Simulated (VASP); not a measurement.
Output of a VASP run:

OUTCAR:
```
 ion  position               nearest neighbor table
   1  0.000  0.000  0.000-
  LATTYP: Found a body centered cubic cell.
 ALAT       =     3.4264148844
 Subroutine PRICEL returns:
 Original cell was already a primitive cell.
 Subroutine GETGRP returns: Found 48 space group operations
The static configuration has the point symmetry O_h .
The dynamic configuration has the point symmetry O_h .
 Subroutine INISYM returns: Found 48 space group operations
 Subroutine IBZKPT returns following result:
 Found    165 irreducible k-points:

 Following reciprocal coordinates:
            Coordinates               Weight
  0.000000  0.000000  0.000000      1.000000
  0.058824  0.000000  0.000000     12.000000
  0.117647  0.000000  0.000000     12.000000
  0.176471  0.000000  0.000000     12.000000
  0.235294  0.000000  0.000000     12.000000
  0.294118  0.000000  0.000000     12.000000
  0.352941  0.000000  0.000000     12.000000
  0.411765  0.000000  0.000000     12.000000
  0.470588  0.000000  0.000000     12.000000
  0.058824  0.058824  0.000000     24.000000
  0.117647  0.058824  0.000000     48.000000
  0.176471  0.058824  0.000000     48.000000
  0.235294  0.058824  0.000000     48.000000
  0.294118  0.058824  0.000000     48.000000
  0.352941  0.058824  0.000000     48.000000
  0.411765  0.058824 -0.000000     48.000000
  0.470588  0.058824  0.000000     24.000000
  0.117647  0.117647  0.000000     24.000000
  0.176471  0.117647  0.000000     48.000000
  0.235294  0.117647  0.000000     48.000000
  0.294118  0.117647  0.000000     48.000000
  0.352941  0.117647 -0.000000     48.000000
  0.411765  0.117647  0.000000     48.000000
  0.176471  0.176471  0.000000     24.000000
  0.235294  0.176471  0.000000     48.000000
  0.294118  0.176471  0.000000     48.000000
  0.352941  0.176471  0.000000     48.000000
  0.411765  0.176471  0.000000     24.000000
  0.235294  0.235294  0.000000     24.000000
  0.294118  0.235294  0.000000     48.000000
  0.352941  0.235294 -0.000000     48.000000
  0.294118  0.294118  0.000000     24.000000
  0.352941  0.294118  0.000000     24.000000
  0.058824  0.058824  0.058824      8.000000
  0.117647  0.058824  0.058824     24.000000
  0.176471  0.058824  0.058824     24.000000
  0.235294  0.058824  0.058824     24.000000
  0.294118  0.058824  0.058824     24.000000
  0.352941  0.058824  0.058824     24.000000
  0.411765  0.058824  0.058824     24.000000
   k-points           NKPTS =    165   k-points in BZ     NKDIM =    165   number of bands    NBANDS=      5
   number of dos      NEDOS =    601   number of ions     NIONS =      1
   total plane-waves  NPLWV =  13824
   dimension x,y,z NGX =    24 NGY =   24 NGZ =   24
   dimension x,y,z NGXF=    48 NGYF=   48 NGZF=   48
   ions per type =               1
   PREC   = accura    normal or accurate (medium, high low for compatibility)
   ISTART =      0    job   : 0-new  1-cont  2-samecut
   ICHARG =      2    charge: 1-file 2-atom 10-const
   ISPIN  =      1    spin polarized calculation?
   LNONCOLLINEAR =      F non collinear calculations
   LSORBIT =      F    spin-orbit coupling
   INIWAV =      1    electr: 0-lowe 1-rand  2-diag
   ENCUT  =  520.0 eV  38.22 Ry    6.18 a.u.   5.52  5.52  5.52*2*pi/ulx,y,z
   NELM   =    100;   NELMIN=  2; NELMDL= -5     # of ELM steps
   EDIFF  = 0.1E-06   stopping-criterion for ELM
   LREAL  =      F    real-space projection
   NLSPLINE    = F    spline interpolate recip. space projectors
   LMAXMIX     =    2 max onsite mixed and CHGCAR
   VOSKOWN=      0    Vosko Wilk Nusair interpolation
   EDIFFG = 0.1E-05   stopping-criterion for IOM
   NSW    =      0    number of steps for IOM
   NBLOCK =      1;   KBLOCK =      1    inner block; outer block
   IBRION =     -1    ionic relax: 0-MD 1-quasi-New 2-CG
   NFREE  =      0    steps in history (QN), initial steepest desc. (CG)
...
```

OSZICAR:
```
...
DAV:  13    -0.237751748579E+01    0.54932E-03   -0.63227E-04  1970   0.360E-01    0.434E-02
DAV:  14    -0.237721706726E+01    0.30042E-03   -0.17294E-04  1650   0.176E-01    0.488E-02
DAV:  15    -0.237709737446E+01    0.11969E-03   -0.36900E-05  1730   0.782E-02    0.494E-02
DAV:  16    -0.237689958939E+01    0.19779E-03   -0.33523E-05  1650   0.721E-02    0.472E-02
DAV:  17    -0.237685914243E+01    0.40447E-04   -0.47859E-05  1650   0.995E-02    0.416E-02
DAV:  18    -0.237669015370E+01    0.16899E-03   -0.46628E-05  1650   0.118E-01    0.476E-02
DAV:  19    -0.237671587689E+01   -0.25723E-04   -0.48332E-07  1950   0.992E-03    0.472E-02
DAV:  20    -0.237623642000E+01    0.47946E-03   -0.35411E-04  1670   0.236E-01    0.771E-02
DAV:  21    -0.237892884183E+01   -0.26924E-02   -0.34861E-02  1815   0.153E+00    0.122E-01
DAV:  22    -0.237651467641E+01    0.24142E-02   -0.13933E-02  1810   0.925E-01    0.464E-02
DAV:  23    -0.237777895735E+01   -0.12643E-02   -0.11934E-03  1650   0.372E-01    0.507E-02
DAV:  24    -0.237781766352E+01   -0.38706E-04   -0.56097E-04  1850   0.182E-01    0.660E-02
DAV:  25    -0.237750745779E+01    0.31021E-03   -0.67122E-04  1735   0.179E-01    0.412E-02
DAV:  26    -0.237783329697E+01   -0.32584E-03   -0.80794E-05  1655   0.114E-01    0.407E-02
DAV:  27    -0.237787015463E+01   -0.36858E-04   -0.44301E-06  1930   0.246E-02    0.417E-02
DAV:  28    -0.237786320705E+01    0.69476E-05   -0.33888E-07  1810   0.626E-03    0.419E-02
DAV:  29    -0.237785833872E+01    0.48683E-05   -0.12220E-06  1805   0.113E-02    0.412E-02
DAV:  30    -0.237792975653E+01   -0.71418E-04   -0.16148E-05  1690   0.473E-02    0.374E-02
DAV:  31    -0.237796892829E+01   -0.39172E-04   -0.26941E-05  1880   0.492E-02    0.331E-02
DAV:  32    -0.237794660143E+01    0.22327E-04   -0.12583E-04  2065   0.992E-02    0.215E-02
DAV:  33    -0.237771161455E+01    0.23499E-03   -0.78190E-05  1650   0.134E-01    0.147E-02
DAV:  34    -0.237757305291E+01    0.13856E-03   -0.35578E-05  1915   0.766E-02    0.840E-03
DAV:  35    -0.237745265196E+01    0.12040E-03   -0.16760E-05  1650   0.695E-02    0.692E-03
DAV:  36    -0.237742308658E+01    0.29565E-04   -0.20258E-05  1695   0.407E-02    0.250E-03
DAV:  37    -0.237737484822E+01    0.48238E-04   -0.77786E-06  1775   0.307E-02    0.877E-04
DAV:  38    -0.237736142709E+01    0.13421E-04   -0.67366E-07  1800   0.104E-02    0.120E-03
DAV:  39    -0.237735758127E+01    0.38458E-05   -0.27115E-07  1910   0.512E-03    0.168E-03
DAV:  40    -0.237736125655E+01   -0.36753E-05   -0.16121E-06  1920   0.940E-03    0.445E-04
DAV:  41    -0.237734901255E+01    0.12244E-04   -0.74253E-07  1675   0.908E-03    0.176E-04
DAV:  42    -0.237734302945E+01    0.59831E-05   -0.18817E-07  2105   0.377E-03    0.411E-04
DAV:  43    -0.237734041856E+01    0.26109E-05   -0.39474E-08  1695   0.222E-03    0.269E-04
DAV:  44    -0.237733997063E+01    0.44793E-06   -0.16392E-08  1290   0.127E-03    0.133E-04
DAV:  45    -0.237734176946E+01   -0.17988E-05   -0.97807E-09   865   0.988E-04    0.630E-05
DAV:  46    -0.237734231361E+01   -0.54415E-06   -0.41679E-09   840   0.691E-04    0.318E-05
DAV:  47    -0.237734288906E+01   -0.57544E-06   -0.25015E-09   830   0.457E-04    0.916E-06
DAV:  48    -0.237734323116E+01   -0.34211E-06   -0.71741E-10   840   0.302E-04    0.372E-06
DAV:  49    -0.237734338356E+01   -0.15240E-06   -0.21090E-10   840   0.187E-04    0.203E-06
DAV:  50    -0.237734342660E+01   -0.43033E-07   -0.64008E-11   840   0.875E-05
   1 F= -.23773434E+01 E0= -.23773434E+01  d E =0.000000E+00
       N       E                     dE             ncg
```

File OUTCAR:
```
------------------------ aborting loop because EDIFF is reached ----------------------------------------
  FORCE on cell =-STRESS in cart. coord.  units (eV):
  Direction    XX          YY          ZZ          XY          YZ          ZX
  --------------------------------------------------------------------------------------
  Total       -0.0051160     -0.0051160     -0.0051160      0.0000000      0.0000000      0.0000000
  in kB       -0.4075227     -0.4075227     -0.4075227      0.0000000      0.0000000      0.0000000
  external PRESSURE =      -0.4075227 kB  Pullay stress =       0.0000000 kB
  volume of cell :       20.11
      direct lattice vectors                 reciprocal lattice vectors
    -1.713207442  1.713207442  1.713207442     0.000000000  0.291850238  0.291850238
     1.713207442 -1.713207442  1.713207442     0.291850238  0.000000000  0.291850238
     1.713207442  1.713207442 -1.713207442     0.291850238  0.291850238  0.000000000
 POSITION                                       TOTAL-FORCE (eV/Angst)
 -----------------------------------------------------------------------------------
      0.00000      0.00000      0.00000         0.000000      0.000000      0.000000
 -----------------------------------------------------------------------------------
    total drift:                                0.000000      0.000000      0.000000
  FREE ENERGIE OF THE ION-ELECTRON SYSTEM (eV)
  ---------------------------------------------------
  free  energy   TOTEN  =        -2.3773434266 eV

  energy  without entropy=       -2.3773434266  energy(sigma->0) =       -2.37734343

 total charge

# of ion       s       p       d       tot
------------------------------------------
    1        2.032   0.019   0.000   2.051
```
(Selected blocks of OUTCAR.)

### POSCAR
```
Li
1
   -1.7132074422     1.7132074422     1.7132074422
    1.7132074422    -1.7132074422     1.7132074422
    1.7132074422     1.7132074422    -1.7132074422
Li
1
Direct
  0.0000000000   0.0000000000   0.0000000000
```

Task: Reconstruct the remaining input files.

Result: Several could match; the one computed here: the input of the run itself, SCAN meta-GGA, plane waves, VASP's PBE PAW potentials (set 64).

INCAR:
```
ALGO  =  Normal
EDIFF  =  1E-7
ENCUT  =  520
ISIF  =  2
ISMEAR  =  -5
LASPH  =  T
LCHARG  =  F
LMIXTAU  =  T
LORBIT  =  11
LREAL  =  F
LWAVE  =  F
METAGGA  =  SCAN
NEDOS  =  601
NELM  =  100
PREC  =  Accurate
SYSTEM  =  Li
```

**KPOINTS**
```
K-points
0
Gamma
  17 17 17
```

**KPOINTS_OPT**
```
k-points along high-symmetry lines
10
Line-mode
Reciprocal
  0.000000   0.000000   0.000000 ! GAMMA
  0.500000  -0.500000   0.500000 ! H

  0.500000  -0.500000   0.500000 ! H
  0.000000  -0.000000   0.500000 ! N

  0.000000  -0.000000   0.500000 ! N
  0.000000   0.000000   0.000000 ! GAMMA

  0.000000   0.000000   0.000000 ! GAMMA
  0.250000   0.250000   0.250000 ! P

  0.250000   0.250000   0.250000 ! P
  0.500000  -0.500000   0.500000 ! H

  0.250000   0.250000   0.250000 ! P
  0.000000  -0.000000   0.500000 ! N
```

POTCAR, in this order: Li_sv (PBE.64 set). Program: vasp_std.

For a metal the tetrahedron method with Blöchl corrections gives inexact stress and forces.

The compound is Li in the bcc structure. It was relaxed first, which changed the volume by -5 %.
